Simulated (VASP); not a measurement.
# Which magnetic order does MnCuO2 (Crednerite) take?

Wanted: the lowest of several collinear orders of MnCuO2 (Crednerite). The start is a cell from a database of measured crystal structures.

Program: VASP 6.6.1. Level of theory: LDA, DFT+U (Cu d 6 eV, Mn d 2 eV), spin-polarised, from parallel moments; plane waves and PAW (Cu, Mn, O), in the first sound run; inputs show where later runs differ. Results are calculated unless marked as measured.

The database entry behind the starting cell differs from later determinations by our own check (a about 1 % short, old inner coordinates), so it need not match the best structure at ambient conditions.

### 1. The starting structure

The structure is monoclinic, space group C2/m (No. 12). The conventional cell has a = 5.530 Å, b = 2.884 Å, c = 5.898 Å, α = 90.00°, β = 104.60°, γ = 90.00°. Nearest to Cu lie 2 O at 2.04 Å. Nearest to Mn lie 6 O at 1.79 to 2.24 Å. Nearest to O lie 3 Mn at 1.79 to 2.24 Å and 1 Cu at 2.04 Å. Farther neighbours and most contacts between anions are not listed.

Coordinates:

```cif
data_structure
_symmetry_space_group_name_H-M 'C2/m'
_symmetry_Int_Tables_number 12
_cell_length_a 5.5300
_cell_length_b 2.8840
_cell_length_c 5.8980
_cell_angle_alpha 90.000
_cell_angle_beta 104.600
_cell_angle_gamma 90.000
_cell_volume 91.03
loop_
_atom_site_label
_atom_site_type_symbol
_atom_site_symmetry_multiplicity
_atom_site_Wyckoff_symbol
_atom_site_fract_x
_atom_site_fract_y
_atom_site_fract_z
_atom_site_occupancy
Cu1 Cu 2 d 0.00000 0.50000 0.50000 1
Mn1 Mn 2 a 0.00000 0.00000 0.00000 1
O1 O 4 i 0.08400 0.50000 0.85700 1
```

### 2. Relax in the ferromagnetic state

All later runs share one geometry, relaxed here from a start with parallel moments; where they turned over, the text says so.

The input, INCAR:

```
SYSTEM = MnCuO2
PREC = Accurate
ENCUT = 480
EDIFF = 1E-05
NELM = 120
ISMEAR = 0
SIGMA = 0.05
LREAL = .FALSE.
ALGO = Normal
GGA = CA
NBANDS = 48
ISPIN = 2
MAGMOM = 0.6 0.6 4 4 0 0 0 0
LDAU = .TRUE.
LDAUTYPE = 2
LDAUL = 2 2 -1
LDAUU = 6 2 0
LDAUJ = 0 0 0
LDAUPRINT = 1
LASPH = .TRUE.
LMAXMIX = 4
LORBIT = 11
LWAVE = .FALSE.
LCHARG = .FALSE.
KPAR = 2
IBRION = 2
NSW = 30
ISIF = 3
EDIFFG = -0.02
POTIM = 0.4
```

The input, POSCAR:

```
MnCuO2
1.0
    2.7650000000     -1.4420000000      0.0000000000
    5.5300000000      2.8840000000      0.0000000000
   -1.4867050749      0.0000000000      5.7075486875
Cu Mn O
2 2 4
Direct
    0.5000000000      0.2500000000      0.5000000000
    0.5000000000      0.7500000000      0.5000000000
    0.0000000000      0.0000000000      0.0000000000
    0.0000000000      0.5000000000      0.0000000000
    0.5840000000      0.2920000000      0.8570000000
    0.5840000000      0.7920000000      0.8570000000
    0.4160000000      0.2080000000      0.1430000000
    0.4160000000      0.7080000000      0.1430000000
```

The input, KPOINTS:

```
Automatic mesh
0
Gamma
7 4 3
0 0 0
```

The projector-augmented-wave data sets are Cu, Mn and O (LDA family, release 64).

The run is started by

```bash
$ mpirun -np 2 vasp_std
```

The program printed:

```text
[banner, memory and clock lines left out]
running    2 mpi-ranks, on    1 nodes
[...]
LDA part: xc-table for (Slater(with rela. corr.)+CA(PZ))
 , standard interpolation
 POSCAR, INCAR and KPOINTS ok, starting setup
[...]
entering main loop
       N       E                     dE             d eps       ncg     rms          rms(c)
DAV:   1     0.714660854655E+03    0.71466E+03   -0.24081E+04  8528   0.165E+03
DAV:   2     0.867238662315E+02   -0.62794E+03   -0.56575E+03  8424   0.423E+02
DAV:   3    -0.531164409920E+02   -0.13984E+03   -0.12805E+03  9792   0.214E+02
DAV:   4    -0.636849804525E+02   -0.10569E+02   -0.10416E+02 12016   0.697E+01
[...]
DAV:  15    -0.523822036694E+02    0.45413E-04   -0.64878E-04 14656   0.388E-01    0.625E-02
DAV:  16    -0.523822168609E+02   -0.13191E-04   -0.13255E-04 10744   0.103E-01    0.192E-02
DAV:  17    -0.523822165849E+02    0.27600E-06   -0.12130E-05  6176   0.706E-02
   1 F= -.52382217E+02 E0= -.52381571E+02  d E =-.523822E+02  mag=     7.8419
[... from here on, the cycles between the ionic steps are left out ...]
   2 F= -.54370058E+02 E0= -.54369090E+02  d E =-.198784E+01  mag=     7.9999
   3 F= -.54824710E+02 E0= -.54824461E+02  d E =-.244249E+01  mag=     8.0000
   4 F= -.55273288E+02 E0= -.55272940E+02  d E =-.448578E+00  mag=     8.0000
   5 F= -.55350072E+02 E0= -.55349737E+02  d E =-.525362E+00  mag=     8.0000
   6 F= -.55430207E+02 E0= -.55430079E+02  d E =-.801352E-01  mag=     8.0000
   7 F= -.55430225E+02 E0= -.55430098E+02  d E =-.801527E-01  mag=     8.0000
   8 F= -.55457307E+02 E0= -.55457255E+02  d E =-.270825E-01  mag=     8.0000
   9 F= -.55467530E+02 E0= -.55467514E+02  d E =-.373051E-01  mag=     8.0000
  10 F= -.55472097E+02 E0= -.55472091E+02  d E =-.456694E-02  mag=     8.0000
  11 F= -.55472375E+02 E0= -.55472368E+02  d E =-.484507E-02  mag=     8.0000
  12 F= -.55474756E+02 E0= -.55474751E+02  d E =-.238142E-02  mag=     8.0000
  13 F= -.55476366E+02 E0= -.55476363E+02  d E =-.399167E-02  mag=     8.0000
  14 F= -.55477323E+02 E0= -.55477320E+02  d E =-.957017E-03  mag=     8.0000
  15 F= -.55477462E+02 E0= -.55477458E+02  d E =-.109598E-02  mag=     8.0000
[...]
hard stop encountered!  aborting job ...
[...]
|     The electronic self-consistency was not achieved in the given           |
[...]
soft stop encountered!  aborting job ...
  16 F= -.55478045E+02 E0= -.55478040E+02  d E =-.980276E-05  mag=     8.0000
 deleting file STOPCAR
```

Run time: 25 min. Hardware: 2 MPI ranks of Intel Xeon Platinum 8259CL at 2.50GHz (Skylake/Cascade Lake), shared host; peak memory 0.71 GiB.

Lines that name or quote the potential files are left out of all logs, and their timing lines are given in words.

Step by step:

```csv
step,energy less that of the first step (eV),largest force (eV/Å),pressure (GPa),volume (Å³)
1,0.0000,6.4387,12.80,91.03
2,-1.9878,0.8906,-18.93,100.66
3,-2.4425,0.9930,-14.59,97.29
4,-2.8911,1.0735,2.14,87.72
5,-2.9679,0.3306,-3.41,90.10
6,-3.0480,0.4163,0.71,87.89
7,-3.0480,0.4135,0.91,87.88
8,-3.0751,0.2715,-0.28,87.91
9,-3.0853,0.1249,-1.05,87.93
10,-3.0899,0.0723,0.46,87.17
11,-3.0902,0.0391,0.39,87.31
12,-3.0925,0.0516,0.11,87.33
13,-3.0941,0.0774,-0.18,87.37
14,-3.0951,0.0707,0.37,87.21
15,-3.0952,0.0841,0.47,87.13
```

```csv
cell as run,before,after,change
a (Å),3.118,3.070,-1.6 %
b (Å),6.237,6.139,-1.6 %
c (Å),5.898,5.822,-1.3 %
α (°),102.91,103.49,+0.6 %
β (°),102.91,103.49,+0.6 %
γ (°),55.09,55.41,+0.6 %
volume (Å³/atom),11.38,10.89,-4.3 %
```

The atoms that moved most (Å, as changes of fractional coordinates times the final cell):

```csv
atom,dx,dy,dz,length
O5,0.087,0.000,-0.219,0.236
O6,0.087,0.000,-0.219,0.236
O8,-0.087,0.000,0.219,0.236
O7,-0.087,0.000,0.219,0.236
```

The relaxed structure:

```
Cu Mn O
1.0
     2.71762   -1.42726   -0.01748
     5.43519    2.85440   -0.03487
    -1.49752    0.00010    5.62584
Cu Mn O
2 2 4
Direct
  0.50000 0.25000 0.50000
  0.50000 0.75000 0.50000
  0.00000 0.00000 0.00000
  0.00000 0.50000 0.00000
  0.58917 0.29460 0.81802
  0.58917 0.79460 0.81802
  0.41083 0.20540 0.18198
  0.41083 0.70540 0.18198
```

The stop cut the electronic loop of the last step short, so that step is set aside; the step before it may be unsound too where the loop had begun to diverge.

The run met its time limit with a largest force of 0.08 eV/Å at its last finished step, short of the threshold.

### 3. Magnetic order, start order fm, signs ++++

This step: LDA, DFT+U (Cu d 6 eV, Mn d 2 eV), spin-polarised, from parallel moments; plane waves and PAW (Cu, Mn, O) (VASP 6.6.1).

Each run starts from other signs of the moments at the same geometry and cutoff; gentle mixing helps it keep them. Any wave vector in a name is a fraction of the reciprocal vectors of the first cell as typed.

The input, INCAR:

```
SYSTEM = MnCuO2
PREC = Accurate
ENCUT = 480
EDIFF = 1E-06
NELM = 150
ISMEAR = 0
SIGMA = 0.05
LREAL = .FALSE.
ALGO = Normal
GGA = CA
NBANDS = 44
ISPIN = 2
MAGMOM = 0.6 0.6 4 4 0 0 0 0
LDAU = .TRUE.
LDAUTYPE = 2
LDAUL = 2 2 -1
LDAUU = 6 2 0
LDAUJ = 0 0 0
LDAUPRINT = 1
LASPH = .TRUE.
LMAXMIX = 4
LORBIT = 11
LWAVE = .FALSE.
LCHARG = .TRUE.
KPAR = 2
AMIX = 0.2
BMIX = 1E-04
AMIX_MAG = 0.8
BMIX_MAG = 1E-04
```

The input, POSCAR:

```
MnCuO2
1.0
    2.7174761298     -1.4276487523     -0.0161108831
    5.4349032999      2.8551777669     -0.0321518612
   -1.4946150371      0.0000824434      5.6255230177
Cu Mn O
2 2 4
Direct
    0.5000000000      0.2500000000      0.5000000000
    0.5000000000      0.7500000000      0.5000000000
    0.0000000000      0.0000000000      0.0000000000
    0.0000000000      0.5000000000      0.0000000000
    0.5891708122      0.2945953265      0.8180175100
    0.5891708122      0.7945953265      0.8180175100
    0.4108291878      0.2054046735      0.1819824900
    0.4108291878      0.7054046735      0.1819824900
```

KPOINTS is that of step 2.

The run is started by

```bash
$ mpirun -np 2 vasp_std
```

The program printed:

```text
[... set-up lines as in an earlier step ...]
 entering main loop
       N       E                     dE             d eps       ncg     rms          rms(c)
DAV:   1     0.712746161548E+03    0.71275E+03   -0.24665E+04  7856   0.182E+03
DAV:   2     0.896780052303E+02   -0.62307E+03   -0.57718E+03  7616   0.448E+02
DAV:   3    -0.535211250746E+02   -0.14320E+03   -0.13154E+03  9516   0.231E+02
DAV:   4    -0.655641648564E+02   -0.12043E+02   -0.11872E+02 11372   0.770E+01
DAV:   5    -0.657736066746E+02   -0.20944E+00   -0.20909E+00 11396   0.123E+01    0.334E+01
DAV:   6    -0.560253122218E+02    0.97483E+01   -0.21604E+01 13104   0.612E+01    0.275E+01
DAV:   7    -0.556688178831E+02    0.35649E+00   -0.45013E+00 12892   0.264E+01    0.215E+01
DAV:   8    -0.555597686923E+02    0.10905E+00   -0.37451E-01 12056   0.793E+00    0.137E+01
DAV:   9    -0.554838188258E+02    0.75950E-01   -0.98737E-02 13924   0.954E+00    0.398E+00
DAV:  10    -0.554692985438E+02    0.14520E-01   -0.47380E-02 11680   0.511E+00    0.415E-01
DAV:  11    -0.554683732661E+02    0.92528E-03   -0.16740E-02 12888   0.174E+00    0.284E-01
DAV:  12    -0.554683573510E+02    0.15915E-04   -0.23995E-03 11192   0.489E-01    0.186E-01
DAV:  13    -0.554682392947E+02    0.11806E-03   -0.52322E-04 12032   0.228E-01    0.118E-01
DAV:  14    -0.554682481951E+02   -0.89004E-05   -0.11572E-04 11980   0.154E-01    0.561E-02
DAV:  15    -0.554682488516E+02   -0.65653E-06   -0.36948E-05 13368   0.705E-02    0.310E-02
DAV:  16    -0.554682480915E+02    0.76010E-06   -0.13440E-05 10756   0.384E-02    0.143E-02
DAV:  17    -0.554682477290E+02    0.36243E-06   -0.72634E-07  4856   0.237E-02
   1 F= -.55468248E+02 E0= -.55468244E+02  d E =-.744036E-05  mag=     8.0000
```

Wall time 3.3 min (2 MPI ranks); peak memory 0.65 GiB.

(Part 1 of 4 ends here.)

[Lines on the potential files, build, host, timing and source positions are cut from VASP's logs without a mark.]

[Logs are printed without paths, hosts, clocks, repeated set-up lines and the standing remarks that a program may print on its own settings, such as how far it seeks lower states.]

[Hosts, paths, dates, database ids (printed as entryN), source tags and the programs' standing remarks are cut or masked in the printed files.]

[In band tables of VASP the shares of atoms and orbitals are scaled to a sum of 1 inside the atoms' spheres.]

[Runs that stopped without an error message from VASP are left out.]
